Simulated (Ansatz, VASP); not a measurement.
# Two plane-wave programs on KLiCl2

Contents of INCAR:

```
SYSTEM = KLiCl2
PREC = Accurate
ENCUT = 520
EDIFF = 1E-6
ISMEAR = -1
SIGMA = 0.02
LREAL = .False.
LASPH = .True.
NELM = 100
ALGO = Normal
ISIF = 2
LWAVE = .False.
LCHARG = .False.
GGA = PE
NBANDS = 21
```

File KPOINTS:

```
Automatic mesh
0
Gamma
  8 8 8
  0 0 0
```

The input POSCAR:

```
KLiCl2
1.0
    1.8952211132      1.0942064199      6.4968415912
   -1.8952211132      1.0942064199      6.4968415912
    0.0000000000     -2.1884128398      6.4968415912
Li K Cl
1 1 2
Direct
    1.0000000000      0.0000000000      0.0000000000
    0.5000000000      0.5000000000      0.5000000000
    0.2665501950      0.2665501950      0.2665501950
    0.7334498050      0.7334498050      0.7334498050
```

Input for Ansatz:

```yaml
crystal:
  lattice:
    - [1.8952211132, 1.0942064199, 6.4968415912]
    - [-1.8952211132, 1.0942064199, 6.4968415912]
    - [0.0, -2.1884128398, 6.4968415912]
  atoms:
    - { symbol: Li, position: [1.0, 0.0, 0.0] }
    - { symbol: K, position: [0.5, 0.5, 0.5] }
    - { symbol: Cl, position: [0.266550195, 0.266550195, 0.266550195] }
    - { symbol: Cl, position: [0.733449805, 0.733449805, 0.733449805] }
kpoints:
  mp_grid: { grid: [8, 8, 8] }
  band_path:
    path:
      - [0.0, 0.0, 0.0]
      - [0.5, 0.5, 0.5]
      - [0.8144228468, 0.1855771532, 0.5]
      - [0.5, -0.1855771532, 0.1855771532]
      - [0.5, 0.0, 0.0]
      - [0.3427885766, -0.3427885766, 0.0]
      - [0.6572114234, 0.0, 0.3427885766]
      - [0.5, 0.0, 0.5]
    npoints: 1
hamiltonian:
  xc: pbe
scf:
  occupations: { method: fermi_dirac, width: 0.02 }
  n_extra_bands: 5
output:
  forces: true
  stress: true
  eigenvalues: true
```

Change from the starting cell: hydrostatic strain -4.7%.

Alike in both runs: task single point; functional PBE; k mesh 8 × 8 × 8; occupations fermi-dirac, width 0.02 eV; no spin polarisation.

```csv
,VASP,Ansatz
version,VASP 6.6.1,Ansatz 0.2.0
potentials or method,"VASP PAW PBE potentials, release 64 (Li_sv, K_sv, Cl)","plane waves, PAW"
plane-wave cutoff (eV),520,420
valence electrons in the cell,26,26
```

|  | VASP | Ansatz | Ansatz less VASP |
| --- | --- | --- | --- |
| gap on the k mesh at the Fermi level (eV) | 5.81 | 5.81 | -0.002 |
| rms of the force components (eV/Å) | 0.021 | 0.012 | -0.0085 |

Atom by atom the forces differ by 0.008 eV/Å (rms over components). With one functional, cell and mesh, what is left measures potentials, basis and numerics.

 A k mesh can miss the band edges.
